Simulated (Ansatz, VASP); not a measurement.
# Cross-check of Zr4N2O5 (Zr4N2O5 (I4cm)) between VASP and Ansatz, part 2 of 2

Aim: how closely do two programs agree when they are given the same cell, functional and k mesh? The structure shown is the start of the Ansatz relaxation below; VASP solves that cell, so the two are compared at the walk's first step.

VASP 6.6.1 and Ansatz 0.2.0.

So far: The structure; Ansatz: relaxation, PBEsol.

## 3. VASP: single point, PBEsol, start cell

Level of this step: PBEsol; plane waves and PAW (Zr_sv, N, O) (VASP).

The same cell, functional, mesh and smearing now go to VASP, with its own data sets.

Lines of VASP's logs that name or quote its potential files are left out, and so is its time.

INCAR

```
SYSTEM = Zr4N2O5
PREC = Accurate
ENCUT = 520
EDIFF = 1E-06
NELM = 120
ISMEAR = -1
SIGMA = 0.01
LREAL = Auto
ALGO = Normal
GGA = PS
NBANDS = 208
LASPH = .TRUE.
LORBIT = 11
LWAVE = .FALSE.
LCHARG = .FALSE.
ISIF = 2
GGA_COMPAT = .FALSE.
EFERMI = MIDGAP
KPAR = 8
```

POSCAR

```
Zr4N2O5
1.0
   -5.1629990000      5.1629990000      5.1024630000
    5.1629990000     -5.1629990000      5.1024630000
    5.1629990000      5.1629990000     -5.1024630000
Zr N O
16 8 20
Direct
    0.7832260279      0.9970730575      0.2746760167
    0.0014470463      0.0014470463      1.0000000000
    0.5365459779      0.0365459779      0.5000000000
    0.5014470463      0.5014470463      1.0000000000
    0.2223970408      0.4970730575      0.2138470296
    0.7969070680      0.7537039800      0.5000000000
    0.2969070680      0.7969070680      0.0432030880
    0.5085500112      0.7832260279      0.7861529704
    0.0085500112      0.2223970408      0.7253239832
    0.9970730575      0.7223970408      0.2138470296
    0.4970730575      0.2832260279      0.2746760167
    0.2537039800      0.2969070680      0.5000000000
    0.7537039800      0.2537039800      0.9567969120
    0.2832260279      0.0085500112      0.7861529704
    0.0365459779      0.5365459779      0.5000000000
    0.7223970408      0.5085500112      0.7253239832
    0.7508929370      0.9778959831      0.5000000000
    0.7824960524      0.5028989617      0.5000000000
    0.2824960524      0.7824960524      0.2795970907
    0.9778959831      0.4778959831      0.2270030461
    0.2508929370      0.7508929370      0.7729969539
    0.0028989617      0.2824960524      0.5000000000
    0.5028989617      0.0028989617      0.7204029092
    0.4778959831      0.2508929370      0.5000000000
    0.9923580711      0.2327960414      0.9673660599
    0.7342199917      0.7665920685      0.7336790110
    0.5005409808      0.5329130575      0.2663209890
    0.8036079949      0.3036079949      0.7448110101
    0.5249920112      0.7654299814      0.0326339401
    0.5587969848      0.0587969848      0.2551889899
    0.7665920685      0.0329130575      0.0323720768
    0.4923580711      0.5249920112      0.7595620297
    0.2342199917      0.5005409808      0.9676279232
    0.5329130575      0.2665920685      0.0323720768
    0.7654299814      0.7327960414      0.2404379703
    0.2654299814      0.0249920112      0.0326339401
    0.0005409807      0.7342199917      0.9676279232
    0.3036079949      0.5587969848      0.5000000000
    0.7327960414      0.4923580711      0.9673660599
    0.2327960414      0.2654299814      0.2404379703
    0.0249920112      0.9923580711      0.7595620297
    0.0587969848      0.8036079949      0.5000000000
    0.2665920685      0.2342199917      0.7336790110
    0.0329130575      0.0005409807      0.2663209890
```

KPOINTS

```
Automatic mesh
0
Gamma
4 4 4
0 0 0
```

PAW data sets: Zr_sv, N and O (PBE family, release 64).

Launch:

```sh
> mpirun -np 8 vasp_std
```

Numbers of over 12 decimals in the logs are rounded to 6 here.

What it wrote:

```text
[banner, memory and clock lines left out]
running    8 mpi-ranks, on    1 nodes
[...]
|                                                                             |
|           W    W    AA    RRRRR   N    N  II  N    N   GGGG   !!!           |
|           W    W   A  A   R    R  NN   N  II  NN   N  G    G  !!!           |
|           W    W  A    A  R    R  N N  N  II  N N  N  G       !!!           |
|           W WW W  AAAAAA  RRRRR   N  N N  II  N  N N  G  GGG   !            |
|           WW  WW  A    A  R   R   N   NN  II  N   NN  G    G                |
|           W    W  A    A  R    R  N    N  II  N    N   GGGG   !!!           |
|                                                                             |
|     For optimal performance we recommend to set                             |
|       NCORE = 2 up to number-of-cores-per-socket                            |
|     NCORE specifies how many cores store one orbital (NPAR=cpu/NCORE).      |
|     This setting can greatly improve the performance of VASP for DFT.       |
[...]
|                                                                             |
|     You enforced a specific xc type in the INCAR file but a different       |
|     [... a line on the potential file left out ...]
|     I HOPE YOU KNOW WHAT YOU ARE DOING!                                     |
|                                                                             |

 LDA part: xc-table for (Slater+PW92), standard interpolation
 POSCAR, INCAR and KPOINTS ok, starting setup
[...]
entering main loop
       N       E                     dE             d eps       ncg     rms          rms(c)
DAV:   1     0.366925180529E+04    0.36693E+04   -0.19455E+05  5408   0.172E+03
DAV:   2    -0.139103815928E+03   -0.38084E+04   -0.36709E+04  6272   0.494E+02
DAV:   3    -0.505569761539E+03   -0.36647E+03   -0.36434E+03  6864   0.141E+02
DAV:   4    -0.534027213822E+03   -0.28457E+02   -0.28436E+02  9192   0.322E+01
[...]
DAV:  15    -0.446871352616E+03    0.75361E-05   -0.35164E-05  5712   0.139E-02    0.633E-03
DAV:  16    -0.446871353777E+03   -0.11608E-05   -0.12224E-05  6016   0.732E-03    0.378E-03
DAV:  17    -0.446871353452E+03    0.32543E-06   -0.24537E-06  4200   0.338E-03
   1 F= -.44687135E+03 E0= -.44687135E+03  d E =0.000000E+00
```

OUTCAR, selected parts (step 3):

```text
  Total      -35.6698810    -35.6698810    -35.0819314      0.0000000      0.0000000      0.0000000
  in kB     -105.0432874   -105.0432874   -103.3118504      0.0000000      0.0000000      0.0000000
  external PRESSURE =    -104.4661418 kB  Pullay stress =       0.0000000 kB

 POSITION                                       TOTAL-FORCE (eV/Angst)
 -----------------------------------------------------------------------------------
      2.52224      0.31406      7.68239        -0.062191     -0.031809     -0.178397
      0.00000      0.00000      0.01477        -0.000000     -0.000000      0.234474
      0.00000      5.16300      0.37295         0.000000     -0.000000      0.158477
      0.00000      0.00000      5.11723        -0.000000     -0.000000      0.234474
      2.52224     -0.31406      2.57992        -0.062191      0.031809     -0.178397
      2.35844      2.80456      5.36070        -0.003235      0.003235      0.206198
      2.80456     -2.35844      5.36070         0.003235      0.003235      0.206198
      5.47706      2.64076      2.57992        -0.031809      0.062191     -0.178397
      4.84894      2.64075     -2.52254         0.031809      0.062191     -0.178397
     -0.31406      2.52224      7.68239         0.031809     -0.062191     -0.178397
      0.31406      2.52224      2.57992        -0.031809     -0.062191     -0.178397
      2.80456      2.35844      0.25824         0.003235     -0.003235      0.206198
      2.35844      7.52144      0.25824        -0.003235     -0.003235      0.206198
      2.64076      5.47706     -2.52254         0.062191     -0.031809     -0.178397
[...]
-----------------------------------------------------------------------------------
    total drift:                                0.000004      0.000004     -0.018859

  FREE ENERGIE OF THE ION-ELECTRON SYSTEM (eV)
  ---------------------------------------------------
  free  energy   TOTEN  =      -446.8713534515 eV

  energy  without entropy=     -446.8713534515  energy(sigma->0) =     -446.87135345

[... 2 further parts left out ...]
[key lines of the parts left out:]
E-fermi :   7.8052
```

The run ends at a pressure of -10.45 GPa, with forces up to 0.23 eV/Å.

## 4. Differences

Known differences besides the potentials themselves: the cutoff is 420 eV in Ansatz and 520 eV in VASP (PREC = Accurate, projectors in real space); Ansatz makes its cores anew for this functional, VASP keeps those of its PBE data sets. Total energies have different zeros and are not compared.

Forces on 9 of the 44 atoms, those with the largest forces and the largest differences (eV/Å; atoms numbered as in POSCAR):

```csv
atom,"Ansatz x, y, z","VASP x, y, z"
Zr2,"0.000, 0.000, 0.246","0.000, 0.000, 0.234"
Zr3,"0.000, 0.000, 0.181","0.000, 0.000, 0.158"
Zr4,"0.000, 0.000, 0.246","0.000, 0.000, 0.234"
Zr5,"-0.074, 0.033, -0.193","-0.062, 0.032, -0.178"
Zr6,"-0.009, 0.009, 0.225","-0.003, 0.003, 0.206"
Zr7,"0.009, 0.009, 0.225","0.003, 0.003, 0.206"
Zr12,"0.009, -0.009, 0.225","0.003, -0.003, 0.206"
Zr13,"-0.009, -0.009, 0.225","-0.003, -0.003, 0.206"
Zr15,"0.000, 0.000, 0.181","0.000, 0.000, 0.158"
```

The forces differ by 7.6 meV/Å r.m.s., which is 7.9 % of the r.m.s. force of 0.095 eV/Å (both taken over all components).

## 5. Results

* r.m.s. force difference (single point, PBEsol, start cell): 7.6 meV/Å

What this shows: The r.m.s. force difference is 7.6 meV/Å (single point, PBEsol, start cell), within the 12 meV/Å picked in this series as the mark of a large difference. VASP runs on this material, other cells of it included, that failed, so that no pair exists: single point, PBEsol (timeout). How closely two codes agree says nothing of how well the functional describes the real material.

[Lines on the potential files, build, host, timing and source positions are cut from VASP's logs without a mark.]

[Logs are printed without paths, hosts, clocks, repeated set-up lines and the standing remarks that a program may print on its own settings, such as how far it seeks lower states.]

[Hosts, paths, dates, database ids (printed as entryN), source tags and the programs' standing remarks are cut or masked in the printed files.]
